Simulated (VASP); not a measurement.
Runs of VASP 6.6.1 on Nb2BS. Symmetry: P6_3/mmc, No. 194, hexagonal system. The conventional cell has a = 3.373 Å, b = 3.373 Å, c = 11.698 Å, α = 90.00°, β = 90.00°, γ = 120.00°. Nb (site symmetry 3m) has 3 B at 2.27 Å as nearest neighbours. Around S (site symmetry -6m2) lie 6 Nb at 2.62 Å. B (site symmetry -3m) is surrounded by 6 Nb at 2.27 Å. The cell comes from a database or a generator and needn't be the stable form of this composition.

| task | level | potentials or basis | smearing | gap on the mesh (eV) | pressure (GPa) | largest force (eV/Å) |
| --- | --- | --- | --- | --- | --- | --- |
| single point | PBE | VASP PAW PBE potentials, release 64 (Nb_sv, S, B) | fermi-dirac 0.05 eV | none | (a) | 0.15 |
| single point | LDA | VASP PAW LDA potentials, release 64 (Nb_pv, S, B) | gaussian 0.02 eV | none | (b) | 0.23 |
| optical spectrum | rev-vdW-DF2 | VASP PAW PBE potentials, release 64 (Nb_sv, S, B) | gaussian 0.05 eV | none | -4.2 | 0.17 |
| electric field gradients | PBE+D3 | VASP PAW PBE potentials, release 64 (Nb_sv, S, B) | fermi-dirac 0.02 eV | none | -7.6 | 0.18 |

Alike in all rows: no spin polarisation; cell as given; k mesh 9 × 9 × 3; cutoff (eV) 520.

Question: Fill in the values left out.

Answer: (a) -2.4; (b) -9.0.

Caveats: the PAW data sets were made with another functional, which shifts forces and pressure a little (some runs); pairwise dispersion overbinds metals, which lowers pressure and volume (some runs).

A k mesh can miss the band edges, and the runs leave out spin-orbit coupling on Nb.

A gap of «none» marks a metal or a gap under the smearing width.

Not every run made on this cell is shown here.
